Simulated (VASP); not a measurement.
Method: PBEsol GGA, VASP's PBE PAW potentials (set 64) (plane waves; VASP).

A VASP calculation is set up with these files.

### INCAR
```
SYSTEM=Ba(MgAs)2
PREC=Accurate; ENCUT=300; LREAL=.FALSE.
LASPH=.TRUE.
EDIFF=1E-6; NELM=100; ALGO=Normal
LMAXMIX=4
ISMEAR=-1; SIGMA=0.05
GGA=PS
ISIF=2
LWAVE=.FALSE.; LCHARG=.FALSE.
```

**POSCAR**
```
Ba(MgAs)2
1
    4.4929800000     0.0000000000     0.0000000000
   -2.2464900000     3.8910350000     0.0000000000
    0.0000000000     0.0000000000     7.7700600000
Ba Mg As
1 2 2
Direct
 -0.0038770000  -0.0101150000  -0.0047740000
  0.6771280000   0.3417800000   0.3761850000
  0.3342270000   0.6661660000   0.6260160000
  0.6531690000   0.3238920000   0.7241610000
  0.3393530000   0.6782770000   0.2784120000
```

File KPOINTS:
```
Automatic
0
gamma
4 4 2
```

POTCAR, in this order: Ba_sv Mg As (PBE.64 set). Program: vasp_std.

Question: Predict the energy per atom (σ→0), largest force.

Answer: 
```yaml
energy per atom (σ→0): -4.083 eV/atom
largest_force: 0.336 eV/Å
```

**OSZICAR**
```
...
DAV:   6    -0.205403542603E+02    0.91467E+00   -0.21400E+00   712   0.528E+00    0.303E+00
DAV:   7    -0.204186555139E+02    0.12170E+00   -0.74792E-01   880   0.329E+00    0.111E+00
DAV:   8    -0.204139057841E+02    0.47497E-02   -0.46177E-02   864   0.106E+00    0.179E-01
DAV:   9    -0.204136762865E+02    0.22950E-03   -0.41779E-03   896   0.322E-01    0.903E-02
DAV:  10    -0.204137697502E+02   -0.93464E-04   -0.29680E-04   880   0.917E-02    0.224E-02
DAV:  11    -0.204137863027E+02   -0.16552E-04   -0.48883E-05   904   0.387E-02    0.133E-02
DAV:  12    -0.204137865728E+02   -0.27018E-06   -0.54114E-06   960   0.109E-02
   1 F= -.20413787E+02 E0= -.20413778E+02  d E =-.161510E-04
```

The structure comes from a computed database's BaMg2As2 entry; how it stands against other phases isn't given here. The cell was not relaxed at this level, atoms are displaced from their ideal sites.
